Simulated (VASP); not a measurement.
Output of a VASP run:

OSZICAR:
```
       N       E                     dE             d eps       ncg     rms          rms(c)
DAV:   1     0.115423676079E+03    0.11542E+03   -0.94704E+03  3198   0.144E+03
DAV:   2    -0.548897203175E+01   -0.12091E+03   -0.11594E+03  3307   0.382E+02
DAV:   3    -0.701624551837E+01   -0.15273E+01   -0.15156E+01  3658   0.489E+01
DAV:   4    -0.702595732023E+01   -0.97118E-02   -0.97103E-02  3555   0.405E+00
DAV:   5    -0.702612083209E+01   -0.16351E-03   -0.16351E-03  3626   0.493E-01    0.763E+00
DAV:   6    -0.659254650058E+01    0.43357E+00   -0.11459E+00  3322   0.156E+01    0.263E+00
DAV:   7    -0.658441978568E+01    0.81267E-02   -0.10615E-02  3478   0.128E+00    0.142E+00
DAV:   8    -0.658232472282E+01    0.20951E-02   -0.25304E-03  3331   0.799E-01    0.101E-01
DAV:   9    -0.658228076583E+01    0.43957E-04   -0.43596E-05  3676   0.100E-01    0.161E-02
DAV:  10    -0.658228524339E+01   -0.44776E-05   -0.65930E-06  3370   0.375E-02    0.249E-03
DAV:  11    -0.658228524830E+01   -0.49145E-08   -0.13101E-07  2496   0.508E-03
   1 F= -.65822852E+01 E0= -.65821714E+01  d E =-.341603E-03
```

**OUTCAR**
```
------------------------ aborting loop because EDIFF is reached ----------------------------------------
  FORCE on cell =-STRESS in cart. coord.  units (eV):
  Direction    XX          YY          ZZ          XY          YZ          ZX
  --------------------------------------------------------------------------------------
  Total       -1.1229639     -1.1229639     -1.1229639     -0.0000000      0.0000000      0.0000000
  in kB     -118.5950772   -118.5950772   -118.5950772     -0.0000000      0.0000000      0.0000000
  external PRESSURE =    -118.5950772 kB  Pullay stress =       0.0000000 kB
  volume of cell :       15.17
      direct lattice vectors                 reciprocal lattice vectors
     0.000000000  1.964837201  1.964837201    -0.254474009  0.254474009  0.254474009
     1.964837201  0.000000000  1.964837201     0.254474009 -0.254474009  0.254474009
     1.964837201  1.964837201  0.000000000     0.254474009  0.254474009 -0.254474009
 POSITION                                       TOTAL-FORCE (eV/Angst)
 -----------------------------------------------------------------------------------
      0.00000      0.00000      0.00000         0.000000      0.000000     -0.000000
 -----------------------------------------------------------------------------------
    total drift:                               -0.000000      0.000000      0.000000
  FREE ENERGIE OF THE ION-ELECTRON SYSTEM (eV)
  ---------------------------------------------------
  free  energy   TOTEN  =        -6.5822852483 eV

  energy  without entropy=       -6.5819436453  energy(sigma->0) =       -6.58217138
```
(Selected blocks of OUTCAR.)

POSCAR:
```
Rh
1
    0.0000000000     1.9648372005     1.9648372005
    1.9648372005     0.0000000000     1.9648372005
    1.9648372005     1.9648372005     0.0000000000
Rh
1
Direct
  0.0000000000   0.0000000000   0.0000000000
```

Problem. Write an INCAR and KPOINTS that could have produced this output.

Solution. One answer among several that fit: the input of the run itself, RPBE GGA, plane waves, VASP's PBE PAW potentials (set 64).

### INCAR
```
# general
SYSTEM   =  Rh
PREC     =  Accurate
ENCUT    =  520   # plane-wave cut-off (eV)
LREAL    =  .FALSE.   # projection in real space or not
LASPH    =  .TRUE.   # aspherical one-centre terms

# electronic loop
EDIFF    =  1E-7
NELM     =  100   # most electronic steps
ALGO     =  Normal
LMAXMIX  =  4   # l cut-off of mixed one-centre charges

# smearing
ISMEAR   =  1   # Methfessel-Paxton
SIGMA    =  0.1

# functional
GGA      =  RP

# ions
ISIF     =  2   # forces and stress, cell fixed

# output
LWAVE    =  .FALSE.
LCHARG   =  .FALSE.
```

### KPOINTS
```
K-points
0
gamma
 16 16 16
```

POTCAR, in this order: Rh_pv (PBE.64 set). Program: vasp_std.

The compound is Rh in the fcc structure. This cell is one point of a volume scan, at 1.06 of the reference volume.
